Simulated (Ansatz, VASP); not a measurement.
# Sn in two plane-wave programs, part 2 of 2

Aim: how closely do two programs agree when they are given the same cell, functional and k mesh? The cell is taken from a series of runs on this material, whose earlier steps may have relaxed, scaled, displaced or heated it; both programs get it as it stands.

VASP 6.6.1 and Ansatz 0.2.0.

So far: Set-up; VASP: relaxation of cell and atoms, PBE; Ansatz: relaxation of cell and atoms, PBE; Side by side.

## 5. VASP: zone-centre phonons, PBE

Level of this step: PBE; plane waves and PAW (Sn_d) (VASP).

Second derivatives magnify differences that forces hide, and they need a tight electronic threshold.

Contents of INCAR:

```
SYSTEM = Sn
PREC = Accurate
ENCUT = 500
EDIFF = 1E-08
NELM = 120
ISMEAR = -1
SIGMA = 0.1
LREAL = .FALSE.
ALGO = Normal
GGA = PE
NBANDS = 20
LORBIT = 11
LWAVE = .FALSE.
LCHARG = .FALSE.
ISIF = 2
IBRION = 8
LASPH = .TRUE.
GGA_COMPAT = .FALSE.
KPAR = 2
```

Contents of POSCAR:

```
Sn
1.0
   -3.3278355096      0.0000000000      3.3278355096
    0.0000000000      3.3278355096      3.3278355096
   -3.3278355096      3.3278355096      0.0000000000
Sn
2
Direct
    0.5000000000      0.5000000000      0.5000000000
    0.2500000000      0.2500000000      0.2500000000
```

Contents of KPOINTS:

```
Automatic mesh
0
Gamma
10 10 10
0 0 0
```

Potentials, in the order of the species: Sn_d (PBE family, release 64).

Command:

```console
$ mpirun -np 2 vasp_std
```

Numbers of over 12 decimals in the logs are rounded to 6 here.

The program printed:

```text
[... set-up lines as in an earlier step ...]
 entering main loop
       N       E                     dE             d eps       ncg     rms          rms(c)
DAV:   1     0.220123449050E+03    0.22012E+03   -0.14751E+04  1892   0.195E+03
DAV:   2     0.156641953248E+02   -0.20446E+03   -0.20078E+03  1880   0.436E+02
DAV:   3    -0.697850173826E+01   -0.22643E+02   -0.22506E+02  2124   0.141E+02
DAV:   4    -0.771290341620E+01   -0.73440E+00   -0.73402E+00  2136   0.289E+01
[...]
DAV:  11    -0.769515790018E+01   -0.49437E-05   -0.72202E-06  2228   0.162E-02    0.947E-04
DAV:  12    -0.769515786046E+01    0.39715E-07   -0.18678E-07  1996   0.312E-03    0.555E-04
DAV:  13    -0.769515786273E+01   -0.22706E-08   -0.27675E-08  1648   0.104E-03
   1 F= -.76951579E+01 E0= -.76912199E+01  d E =-.787590E-02
 Linear response reoptimize wavefunctions to high precision
DAV:   1    -0.769515785503E+01    0.77030E-08   -0.34428E-09  1716   0.514E-04
DAV:   2    -0.769515785508E+01   -0.45475E-10   -0.39250E-10  1200   0.214E-04
 Linear response DOF=           1
 Linear response progress:
  Degree of freedom:   1/  1
       N       E                     dE             d eps       ncg     rms          rms(c)
RMM:   1    -0.214065837561E+00   -0.21407E+00    0.50790E-01  8587   0.986E+00
RMM:   2    -0.220655856799E+00   -0.65900E-02   -0.19472E-02 11992   0.114E+00    0.643E-02
RMM:   3    -0.220770427695E+00   -0.11457E-03   -0.15458E-03 12674   0.316E-01    0.299E-02
RMM:   4    -0.220630815060E+00    0.13961E-03   -0.11491E-04 12505   0.953E-02    0.116E-02
[...]
RMM:  13    -0.220584721572E+00    0.18857E-07    0.58225E-08 14012   0.359E-05    0.256E-06
RMM:  14    -0.220584699362E+00    0.22210E-07    0.29846E-08 14774   0.262E-05    0.762E-07
RMM:  15    -0.220584690984E+00    0.83783E-08    0.15758E-08 13972   0.210E-05    0.667E-07
 first order change of Fermi-energy  -0.26517E-03
 force on displaced ion       1 direction 1 :  -6.430  -0.000  -0.000
 Linear response finished
```

From OUTCAR (step 5):

```text
  Total       -0.0059914     -0.0059914     -0.0059914     -0.0000000     -0.0000000     -0.0000000
  in kB       -0.1302345     -0.1302345     -0.1302345     -0.0000000     -0.0000000     -0.0000000
  external PRESSURE =      -0.1302345 kB  Pullay stress =       0.0000000 kB

 POSITION                                       TOTAL-FORCE (eV/Angst)
 -----------------------------------------------------------------------------------
     -3.32784      3.32784      3.32784        -0.000000      0.000000      0.000000
     -1.66392      1.66392      1.66392         0.000000     -0.000000     -0.000000
 -----------------------------------------------------------------------------------
    total drift:                               -0.000000      0.000000      0.000000

[... 2 further parts left out ...]
```

## 6. Ansatz: zone-centre phonons, PBE

The same cell, functional, mesh and smearing now go to Ansatz, which takes its cutoff from its data sets.

The cell is taken from a series of runs on this material, whose earlier steps may have relaxed, scaled, displaced or heated it; both programs get it as it stands.

Contents of input.yaml:

```yaml
crystal:
  lattice:
    - [-3.3278355096, 0.0, 3.3278355096]
    - [0.0, 3.3278355096, 3.3278355096]
    - [-3.3278355096, 3.3278355096, 0.0]
  atoms:
    - { symbol: Sn, position: [0.5, 0.5, 0.5] }
    - { symbol: Sn, position: [0.25, 0.25, 0.25] }
kpoints:
  mp_grid: { grid: [10, 10, 10] }
hamiltonian:
  xc: pbe
scf:
  occupations: { method: fermi_dirac, width: 0.1 }
output:
  eigenvalues: true
phonons:
  method: dfpt
  qmesh: [2, 2, 2]
  temperatures: { t_max: 1000, t_step: 50 }
  qpath:
    path:
      - [[0.0, 0.0, 0.0], [0.0, 0.5, 0.5], [0.0, 0.625, 0.375]]
      - [[-0.375, 0.375, 0.0], [0.0, 0.0, 0.0], [0.0, 0.5, 0.0], [-0.25, 0.5, 0.25], [0.0, 0.5, 0.5]]
    npoints: 12
```

Command:

```console
$ ansatz run input.yaml --threads 4 --pin off --max-ram 17408MiB --backend cpu --events-out ev --progress --plain --runs-dir out
```

The program printed:

```text
[...]
Crystal: 2 atoms, lattice volume = 73.708 Å³
Basis set: ecut = 420 eV, 1459 PW (Γ), exchange–correlation on 64×64×64 points (8 copies of the dense FFT grid, shifted against one another)
Bands: 18, of which v1, the nominal top of the filled ones, is band 14 counted from 1 (13 counted from 0)
Symmetry: 48 space group operations
k-points: 47 of 1000
[...]
largest difference from the sums on the solved wave vectors: F 8.31e-2 eV, S 1.15e-4 and C_V 3.23e-5 eV/K
  zero-point energy: 0.041950 eV/cell   skipped modes (ω ≤ 0): 3   left out of the sums: 1.22e-4 of the cell's modes: C_V's classical limit lies that fraction below 3 k_B per atom; for a crystal, a wire or a layer, F and S can be off by more, and a phonons.interpolated_qmesh denser along its periods is the remedy for the sampling
[key lines of the parts left out:]
SCF converged after 10 iterations
Free energy (F): -12048.427257 eV
Fermi energy:    6.886597 eV
```

## 7. Comparison

What differs besides the data sets and the points named for the pairs above, as far as they apply: VASP's run holds the zone centre alone. Total energies have different zeros and are not compared.

The two programs side by side:

| quantity | Ansatz | VASP | difference |
| --- | --- | --- | --- |
| optical mode 1 to 3 (cm⁻¹) | 171.3 | 171.6 | -0.19 % |

Modes are paired by rising frequency, not by their patterns, so a pair may set unlike modes beside each other; they are those without the splitting of longitudinal modes.

## 8. Outcome

```json
{
 "difference in volume (relaxation of cell and atoms, PBE)": "0.097 %",
 "r.m.s. difference of the optical zone-centre modes, each program's sorted by frequency (zone-centre phonons, PBE)": "0.33 cm⁻¹"
}
```

What this shows: The difference in volume is 0.097 % (relaxation of cell and atoms, PBE), within the 1.2 % picked in this series as the mark of a large difference, as far as the stopping tolerances let one tell. 1 further run of this series is not shown here. Such differences can come from data sets, numerical settings and the points named under the comparisons, not from the functional's error against experiment.

[Lines on the potential files, build, host, timing and source positions are cut from VASP's logs without a mark.]

[Logs are printed without paths, hosts, clocks, repeated set-up lines and the standing remarks that a program may print on its own settings, such as how far it seeks lower states.]

[Hosts, paths, dates, database ids (printed as entryN), source tags and the programs' standing remarks are cut or masked in the printed files.]
